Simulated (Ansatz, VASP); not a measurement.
ZnHgO2: VASP beside Ansatz

Contents of INCAR:

```
ALGO = Fast
EDIFF = 1E-6
EDIFFG = -0.01
ENCUT = 900
GGA = PE
IBRION = 2
ISIF = 3
ISMEAR = -1
LASPH = T
LCHARG = F
LREAL = F
LWAVE = F
NELM = 60
NSW = 40
PREC = Accurate
SIGMA = 0.05
```

Contents of KPOINTS:

```
k-points
0
Gamma
  5 5 6
```

The input POSCAR:

```
ZnHgO2
1.0
    4.0092200000      0.0000000000      0.0000000000
    0.0000000000      4.0092200000      0.0000000000
    0.0000000000      0.0000000000      3.3045900000
Zn Hg O
1 1 2
Direct
    0.0000000000      0.0000000000      0.0000000000
    0.5000000000      0.5000000000      0.5000000000
    0.5000000000      0.0000000000      0.0000000000
    0.0000000000      0.5000000000      0.0000000000
```

File input.yaml:

```yaml
crystal:
  lattice:
    - [4.00922, 0.0, 0.0]
    - [0.0, 4.00922, 0.0]
    - [0.0, 0.0, 3.30459]
  atoms:
    - { symbol: Zn, position: [0.0, 0.0, 0.0] }
    - { symbol: Hg, position: [0.5, 0.5, 0.5] }
    - { symbol: O, position: [0.5, 0.0, 0.0] }
    - { symbol: O, position: [0.0, 0.5, 0.0] }
hamiltonian:
  xc: pbe
  pseudopotentials: { kind: paw }
kpoints:
  mp_grid: { grid: [5, 5, 6] }
scf:
  occupations: { method: fermi_dirac, width: 0.05 }
output:
  forces: true
  stress: true
  eigenvalues: true
relax:
  f_tol: 0.01
  max_steps: 40
  cell: { stress_tol: 0.05 }
```

The cell was built by a generator and needn't be a form met in nature.

Alike in both runs: task relaxation of cell and atoms; functional PBE; k mesh 5 × 5 × 6; occupations fermi-dirac, width 0.05 eV; no spin polarisation.

|  | VASP | Ansatz |
| --- | --- | --- |
| version | VASP 6.6.1 | Ansatz 0.2.0 |
| potentials or method | VASP PAW PBE potentials, release 64 (Zn, Hg, O_s) | Ansatz PAW |
| plane-wave cutoff (eV) | 900 | 420 |
| valence electrons in the cell | 36 | 44 |

Ansatz gave:

| Property | Result |
| --- | --- |
| gap on the k mesh at the Fermi level, each at its own relaxed structure (eV) | none |
| relaxed volume (Å³/atom) | 13.29 |
| relaxed cell length with the largest relative difference (Å) | 4.010 |

Q: Which values does VASP return?

A: gap on the k mesh at the Fermi level, each at its own relaxed structure (eV): none; relaxed volume (Å³/atom): 13.39; relaxed cell length with the largest relative difference (Å): 4.022.

A gap of «none» marks a metal or a gap that the smearing closes. The two sets of potentials don't hold the same shells in valence.

Caveats: the plane-wave basis is chosen anew once the cell has moved, so the energies of steps on either side of that aren't comparable (Ansatz); the pressure holds a Pulay correction of +0.6 GPa for the finite cutoff (Ansatz). The runs have no spin-orbit coupling, so splittings on Hg are missing.
